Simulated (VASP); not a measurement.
# CeO2 with TPSS: from relaxation to properties, part 3 of 3

Wanted: the relaxed cell of CeO2 and its properties. The cell is invented: it takes the structure of COD entry 9009016, HfO2 (space group 225 there), with some of its atoms replaced by other elements, volume scaled by an estimate. It may not be a known or stable phase. The atoms of the start are displaced at random from the sites of a Fm-3m cell.

VASP 6.6.1, plane waves and PAW; the level of theory is named at each step.

Still holding for the runs below: Without U or exact exchange f electrons of an open shell on Ce come out too delocalised, which can shrink the cell and pin f bands at the Fermi level.

So far. Step 3 (Relaxing cell and atoms (TPSS)): It ends with a largest force of 0.005 eV/Å and a pressure of -0.04 GPa. Step 4 (Density, ELF and potential (TPSS)): The pressure is 0.01 GPa and the largest force 0.000 eV/Å.

### Step 5. Band structure (TPSS)

Level of this step: TPSS, spin-polarised from a ferromagnetic start (one magnetic atom a cell); plane waves and PAW (Ce, O) (VASP).

The mesh alone shows little of the dispersion and can miss band extrema, so KPOINTS_OPT adds a path through the symmetry points after the self-consistent cycle.

Input file INCAR:

```
SYSTEM = CeO2
PREC = Accurate
ENCUT = 520
EDIFF = 1E-06
NELM = 100
ISMEAR = -1
SIGMA = 0.05
LREAL = .FALSE.
ALGO = Normal
METAGGA = TPSS
LASPH = .TRUE.
NBANDS = 26
ISPIN = 2
MAGMOM = 1 0 0
LMAXMIX = 6
LORBIT = 11
LWAVE = .FALSE.
LCHARG = .FALSE.
```

Input file POSCAR:

```
CeO2
1.0
    0.0000000000      2.7234055300      2.7234055300
    2.7234055300      0.0000000000      2.7234055300
    2.7234055300      2.7234055300      0.0000000000
Ce O
1 2
Direct
    0.5000000000      0.5000000000      0.5000000000
    0.7500000000      0.7500000000      0.7500000000
    0.2500000000      0.2500000000      0.2500000000
```

Input file KPOINTS:

```
Automatic mesh
0
Gamma
7 7 7
0 0 0
```

Input file KPOINTS_OPT:

```
Line mode
16
Line-mode
Reciprocal
  0.00000000   0.00000000   0.00000000 GAMMA
  0.50000000   0.00000000   0.50000000 X

  0.50000000   0.00000000   0.50000000 X
  0.50000000   0.25000000   0.75000000 W

  0.50000000   0.25000000   0.75000000 W
  0.37500000   0.37500000   0.75000000 K

  0.37500000   0.37500000   0.75000000 K
  0.00000000   0.00000000   0.00000000 GAMMA

  0.00000000   0.00000000   0.00000000 GAMMA
  0.50000000   0.50000000   0.50000000 L

  0.50000000   0.50000000   0.50000000 L
  0.62500000   0.25000000   0.62500000 U

  0.62500000   0.25000000   0.62500000 U
  0.50000000   0.25000000   0.75000000 W

  0.50000000   0.25000000   0.75000000 W
  0.50000000   0.50000000   0.50000000 L

  0.50000000   0.50000000   0.50000000 L
  0.37500000   0.37500000   0.75000000 K

  0.62500000   0.25000000   0.62500000 U
  0.50000000   0.00000000   0.50000000 X
```

The projector-augmented-wave data sets are Ce and O (PBE family, release 64).

Started as:

```
mpirun -np 1 vasp_std
```

The program printed:

```text
[... set-up lines as in an earlier step ...]
 entering main loop
       N       E                     dE             d eps       ncg     rms          rms(c)
DAV:   1     0.225810016038E+03    0.22581E+03   -0.10462E+04  2224   0.119E+03
DAV:   2     0.133671543144E+02   -0.21244E+03   -0.16913E+03  2368   0.275E+02
DAV:   3    -0.166159858351E+02   -0.29983E+02   -0.28326E+02  2384   0.111E+02
DAV:   4    -0.179214733785E+02   -0.13055E+01   -0.12912E+01  3418   0.214E+01
DAV:   5    -0.179745418716E+02   -0.53068E-01   -0.52927E-01  2930   0.285E+00    0.411E+01
DAV:   6    -0.414678962680E+02   -0.23493E+02   -0.13842E+02  2264   0.911E+01    0.154E+01
DAV:   7    -0.383737060788E+02    0.30942E+01   -0.76626E+00  3204   0.234E+01    0.829E+00
DAV:   8    -0.389043955729E+02   -0.53069E+00   -0.46260E+00  2428   0.323E+01    0.113E+01
DAV:   9    -0.384778182406E+02    0.42658E+00   -0.49557E+00  2910   0.172E+01    0.582E+00
DAV:  10    -0.381535640059E+02    0.32425E+00   -0.52178E-01  2620   0.606E+00    0.402E+00
DAV:  11    -0.380493438433E+02    0.10422E+00   -0.47586E-01  2420   0.409E+00    0.298E+00
DAV:  12    -0.380228423921E+02    0.26501E-01   -0.70582E-02  3010   0.285E+00    0.715E-01
DAV:  13    -0.380264375667E+02   -0.35952E-02   -0.17176E-02  2978   0.896E-01    0.272E-01
DAV:  14    -0.380269676526E+02   -0.53009E-03   -0.54127E-03  2708   0.678E-01    0.367E-01
DAV:  15    -0.380268020850E+02    0.16557E-03   -0.16132E-03  2526   0.334E-01    0.117E-01
DAV:  16    -0.380266723149E+02    0.12977E-03   -0.34519E-04  3060   0.180E-01    0.660E-02
DAV:  17    -0.380266903290E+02   -0.18014E-04   -0.14285E-04  2144   0.750E-02    0.174E-02
DAV:  18    -0.380266895659E+02    0.76309E-06   -0.20161E-05  2148   0.252E-02    0.280E-02
DAV:  19    -0.380266898130E+02   -0.24706E-06   -0.14567E-06  1950   0.726E-03
   1 F= -.38026690E+02 E0= -.38026690E+02  d E =-.966378E-09  mag=    -0.0000
 Start KPOINTS_OPT (optional k-point list driver)
k-point batch [1-20\160]
       N       E                     dE             ncg
DAV:   1     0.174382594560E+04   -0.94662E+04     2288
DAV:   2    -0.193598566167E+04   -0.36798E+04     2208
DAV:   3    -0.240203343960E+04   -0.46605E+03     2540
DAV:   4    -0.242130163852E+04   -0.19268E+02     3142
DAV:   5    -0.242167926382E+04   -0.37763E+00     3066
DAV:   6    -0.242168265763E+04   -0.33938E-02     2914
DAV:   7    -0.242168277121E+04   -0.11358E-03     2828
DAV:   8    -0.242168277728E+04   -0.60720E-05     2332
DAV:   9    -0.242168277738E+04   -0.10157E-06     1612
[...]
k-point batch [141-160\160]
       N       E                     dE             ncg
DAV:   1     0.185218141636E+04   -0.16160E+05     2232
DAV:   2    -0.182224081281E+04   -0.36744E+04     2210
DAV:   3    -0.233996124375E+04   -0.51772E+03     2578
DAV:   4    -0.236161423185E+04   -0.21653E+02     2926
DAV:   5    -0.236200133239E+04   -0.38710E+00     3272
DAV:   6    -0.236200667800E+04   -0.53456E-02     2804
DAV:   7    -0.236200676713E+04   -0.89129E-04     2700
DAV:   8    -0.236200677500E+04   -0.78679E-05     2284
DAV:   9    -0.236200677510E+04   -0.98887E-07     1366
```

The job ended after 20 min (1 MPI rank of AMD EPYC 7R43, shared host; peak memory 0.19 GiB).

Parts of OUTCAR (step 5):

```text
The static configuration has the point symmetry O_h .

 Found     20 irreducible k-points:

   k-points           NKPTS =     20   k-points in BZ     NKDIM =     20   number of bands    NBANDS=     26

   NELECT =      24.0000    total number of electrons

 E-fermi :   6.0176

 spin component 1
 k-point     1 :       0.0000    0.0000    0.0000
  band No.  band energies     occupation
    ...
      8       1.2355      1.00000
      9       1.2355      1.00000
     10       4.4578      1.00000
     11       4.4578      1.00000
     12       4.4578      1.00000
     13       7.3931      0.00000
     14       7.3931      0.00000
     15       7.3931      0.00000
     16       7.5906      0.00000
     17       7.9969      0.00000
    ...

 k-point     2 :       0.1429    0.0000    0.0000
  band No.  band energies     occupation
    ...
      8       1.4181      1.00000
      9       1.7268      1.00000
     10       4.2779      1.00000
     11       4.3823      1.00000
     12       4.3823      1.00000
     13       7.3728      0.00000
     14       7.3728      0.00000
     15       7.3948      0.00000
     16       7.6155      0.00000
     17       7.8251      0.00000
    ...

 k-point     3 :       0.2857    0.0000    0.0000
  band No.  band energies     occupation
    ...
      8       1.8083      1.00000
      9       2.7985      1.00000
     10       4.0008      1.00000
     11       4.2605      1.00000
     12       4.2605      1.00000
     13       7.3033      0.00000
     14       7.3033      0.00000
     15       7.3987      0.00000
     16       7.4309      0.00000
     17       7.7422      0.00000
    ...

 k-point     4 :       0.4286    0.0000    0.0000
  band No.  band energies     occupation
    ...
      8       2.0781      1.00000
      9       3.6135      1.00000
     10       3.8919      1.00000
     11       4.2398      1.00000
     12       4.2398      1.00000
     13       7.0957      0.00000
     14       7.2457      0.00000
     15       7.2457      0.00000
     16       7.4018      0.00000
     17       7.8496      0.00000
    ...

  Total        0.0154945      0.0154945      0.0154945     -0.0000000     -0.0000000      0.0000000
  in kB        0.6144972      0.6144972      0.6144972     -0.0000000     -0.0000000      0.0000000
  external PRESSURE =       0.6144972 kB  Pullay stress =       0.0000000 kB

 POSITION                                       TOTAL-FORCE (eV/Angst)
 -----------------------------------------------------------------------------------
      2.72341      2.72341      2.72341        -0.000000      0.000000     -0.000000
      4.08511      4.08511      4.08511         0.000000      0.000000      0.000000
      1.36170      1.36170      1.36170         0.000000     -0.000000      0.000000
 -----------------------------------------------------------------------------------
    total drift:                                0.000000     -0.000000     -0.000000

  FREE ENERGIE OF THE ION-ELECTRON SYSTEM (eV)
  ---------------------------------------------------
  free  energy   TOTEN  =       -38.0266898130 eV

  energy  without entropy=      -38.0266898120  energy(sigma->0) =      -38.02668981

 total charge
# of ion       s       p       d       f       tot
--------------------------------------------------
    1        2.038   5.825   0.858   0.916   9.637
    2        1.558   3.430   0.000   0.000   4.987
    3        1.558   3.430   0.000   0.000   4.987
--------------------------------------------------
tot          5.153  12.684   0.858   0.916  19.612

 magnetization (x)
# of ion       s       p       d       f       tot
--------------------------------------------------
    1        0.000  -0.000  -0.000  -0.000  -0.000
    2       -0.000   0.000   0.000   0.000   0.000
    3       -0.000   0.000   0.000   0.000   0.000
--------------------------------------------------
tot          0.000   0.000  -0.000  -0.000   0.000

[... 7 parts as in an earlier step ...]

[... 9 further parts left out ...]
```

Spin-orbit coupling is off here; it can split and shift levels that hold much weight on Ce by tenths of an eV or more.

Numbers from this step:

```
SCF cycles                        : 19
bands                             : 26
Fermi energy                      : 6.018 eV
pressure                          : 0.06145 GPa
least gap on mesh and path        : 1.983 eV
least direct gap on mesh and path : 2.072 eV
valence top at k                  : 0.275, 0.275, 0.55
conduction bottom at k            : 0.5, 0.5, 0.5
least direct gap at k             : 0.275, 0.275, 0.55
```

Both spin channels agree. The electronic bands at the labelled points (eV, zero at the valence-band top; v1 is the highest filled band, c1 the lowest empty one):

```
          point     v4     v3     v2     v1    c1    c2    c3    c4
              Γ  -3.82  -0.60  -0.60  -0.60  2.33  2.33  2.33  2.53
0.47 of the way  -2.48  -2.27  -0.30  -0.30  2.19  2.35  2.35  2.46
              X  -1.25  -0.76  -0.76  -0.58  2.06  2.12  2.12  2.28
0.47 of the way  -1.21  -0.86  -0.74  -0.60  2.09  2.14  2.14  2.28
              W  -1.07  -1.07  -0.69  -0.63  2.05  2.18  2.18  2.43
0.47 of the way  -1.23  -1.18  -0.71  -0.45  2.06  2.16  2.20  2.34
              K  -1.38  -1.33  -0.72  -0.31  2.06  2.16  2.22  2.28
0.47 of the way  -2.00  -1.61  -1.20  -0.12  2.16  2.27  2.36  2.51
              Γ  -3.82  -0.60  -0.60  -0.60  2.33  2.33  2.33  2.53
0.53 of the way  -2.41  -1.03  -0.79  -0.79  2.25  2.25  2.34  2.42
              L  -1.29  -1.21  -0.81  -0.81  1.98  2.18  2.18  2.34
0.53 of the way  -2.08  -1.07  -0.96  -0.22  2.02  2.17  2.25  2.34
              U  -1.38  -1.33  -0.72  -0.31  2.06  2.16  2.22  2.28
0.47 of the way  -1.26  -1.21  -0.71  -0.42  2.06  2.16  2.20  2.33
              W  -1.07  -1.07  -0.69  -0.63  2.05  2.18  2.18  2.43
0.47 of the way  -2.08  -1.07  -0.91  -0.22  2.03  2.17  2.26  2.33
              L  -1.29  -1.21  -0.81  -0.81  1.98  2.18  2.18  2.34
0.47 of the way  -2.00  -1.12  -0.93  -0.27  2.01  2.17  2.24  2.34
              K  -1.38  -1.33  -0.72  -0.31  2.06  2.16  2.22  2.28
      jump to U  -1.38  -1.33  -0.72  -0.31  2.06  2.16  2.22  2.28
0.47 of the way  -1.28  -0.96  -0.66  -0.56  2.10  2.12  2.13  2.27
              X  -1.25  -0.76  -0.76  -0.58  2.06  2.12  2.12  2.28
```

Of the projections kept (Ce, O), the largest for each band there, as a share of the weight inside these atoms' spheres; weight between the spheres isn't counted:

```
point      v4      v3      v2      v1       c1       c2       c3       c4
    Γ  O 0.73  O 0.70  O 0.70  O 0.70  Ce 1.00  Ce 1.00  Ce 1.00  Ce 0.99
    X  O 0.73  O 0.85  O 0.85  O 0.70  Ce 1.00  Ce 1.00  Ce 1.00  Ce 1.00
    W  O 0.77  O 0.77  O 0.71  O 0.85  Ce 1.00  Ce 1.00  Ce 1.00  Ce 0.95
    K  O 0.80  O 0.73  O 0.71  O 0.85  Ce 1.00  Ce 1.00  Ce 0.98  Ce 0.99
    Γ  O 0.73  O 0.70  O 0.70  O 0.70  Ce 1.00  Ce 1.00  Ce 1.00  Ce 0.99
    L  O 0.73  O 0.92  O 0.72  O 0.72  Ce 1.00  Ce 1.00  Ce 1.00  Ce 1.00
```

The path lowers the gap by 0.03 eV against the mesh alone, so a band edge lies off the mesh.

### Step 6. Total and projected DOS (TPSS)

Here the states are counted by energy and projected on the atoms. The mesh is finer than in the run before.

INCAR: that of step 5 with these lines changed.

```diff
@@ -5,3 +5,3 @@
 NELM = 100
-ISMEAR = -1
+ISMEAR = -5
 SIGMA = 0.05
@@ -18 +18,2 @@
 LCHARG = .FALSE.
+NEDOS = 2001
```

POSCAR is that of step 5.

Input file KPOINTS:

```
Automatic mesh
0
Gamma
10 10 10
0 0 0
```

Started as:

```
mpirun -np 1 vasp_std
```

The program printed:

```text
[... set-up lines as in an earlier step ...]
 entering main loop
       N       E                     dE             d eps       ncg     rms          rms(c)
DAV:   1     0.222014122190E+03    0.22201E+03   -0.10541E+04  5332   0.118E+03
DAV:   2     0.119822160822E+02   -0.21003E+03   -0.16719E+03  5474   0.273E+02
DAV:   3    -0.167514071896E+02   -0.28734E+02   -0.27305E+02  5798   0.110E+02
DAV:   4    -0.179298852922E+02   -0.11785E+01   -0.11689E+01  7966   0.202E+01
[...]
DAV:  13    -0.380264933990E+02   -0.35544E-02   -0.17999E-02  7186   0.938E-01    0.276E-01
DAV:  14    -0.380269802383E+02   -0.48684E-03   -0.58795E-03  6284   0.683E-01    0.345E-01
DAV:  15    -0.380268234117E+02    0.15683E-03   -0.15401E-03  5924   0.337E-01    0.117E-01
 hard stop encountered!  aborting job ...
 [... a notice as in an earlier step ...]

 soft stop encountered!  aborting job ...
```

Run time: 9.9 min. Hardware: 1 MPI rank.

The run was stopped at its time limit, by a STOPCAR file.

More ranks or a longer limit might have been enough; this was not tried.

### Step 7. What came out

- relaxed volume: 13.47 Å³/atom
- relaxed conventional cell a, b, c: 5.447, 5.447, 5.447 Å
- space group after relaxing, within 0.02 Å (lengths above averaged to it): Fm-3m (No. 225)
- moment of the cell (7×7×7 mesh): 0 μB
- band gap: 1.98 eV, indirect (least direct gap of that run 2.07 eV)

In words: With TPSS, CeO2 relaxes to 13.47 Å³/atom in space group Fm-3m, has an indirect gap of 1.98 eV and loses the moments it was started with. Not obtained: total and projected DOS (TPSS), because the run hit its time limit. Band structure (TPSS): The path shows an indirect gap of 1.98 eV (valence top between K and Γ, conduction bottom at L). The least direct gap is 2.07 eV. Spin-orbit coupling is left out, and with elements this heavy it would split and shift bands near the edges, and it can change the kind of a small gap. Only the typed magnetic starts were tried, so the magnetic ground state may differ and with it the other results. No search among competing phases was made. All values are for a static lattice at zero temperature.

[Lines on the potential files, build, host, timing and source positions are cut from VASP's logs without a mark.]

[Logs are printed without paths, hosts, clocks, repeated set-up lines and the standing remarks that a program may print on its own settings, such as how far it seeks lower states.]

[Hosts, paths, dates, database ids (printed as entryN), source tags and the programs' standing remarks are cut or masked in the printed files.]

[A measured line is paired with the nearest computed mode of its activity, which favours agreement.]

[In band tables of VASP the shares of atoms and orbitals are scaled to a sum of 1 inside the atoms' spheres.]
